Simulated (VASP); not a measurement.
Input:

```xyz
6
Lattice="1.5763 -2.7303 0.0000 1.5763 2.7303 0.0000 0.0000 0.0000 13.8058" Properties=species:S:1:pos:R:3 pbc="T T T"
Mo     1.5763     0.9101     3.4515
Mo     1.5763    -0.9101    10.3544
S      1.5763     0.9101    11.9006
S      1.5763    -0.9101     4.9977
S      1.5763    -0.9101     1.9052
S      1.5763     0.9101     8.8081
```

Calculation: PBE GGA, VASP's PBE PAW potentials (set 64) (plane waves; VASP 6.6.1). Settings: 520 eV cut-off, 8×8×2 Γ-centred mesh, Gaussian smearing of 0.050 eV, potentials Mo_sv S.

Without a dispersion term in the relaxation, distances and binding between the weakly bound layers, chains or molecules are unreliable, and so is what depends on them.

### Question
The ions and cell shape at fixed volume are relaxed. Which structure does the run end with?

### Answer

```xyz
6
Lattice="1.5910 -2.7556 0.0000 1.5910 2.7556 0.0000 0.0000 0.0000 13.5533" Properties=species:S:1:pos:R:3 pbc="T T T"
Mo     1.5910     0.9185     3.3883
Mo     1.5910    -0.9185    10.1650
S      1.5910     0.9185    11.7272
S      1.5910    -0.9185     4.9505
S      1.5910    -0.9185     1.8261
S      1.5910     0.9185     8.6028
```
Space group P6_3/mmc (194), at a tolerance of 0.03 Å.

### Question
How much energy does the relaxation gain?

### Answer
The energy (σ→0) changes by -6.9 meV/atom, in 8 ionic steps.

The compound is MoS2 in the 2H layered structure. This cell is one point of a volume scan, at 0.97 of the reference volume. Symmetry was kept, so distortions that lower it aren't found.
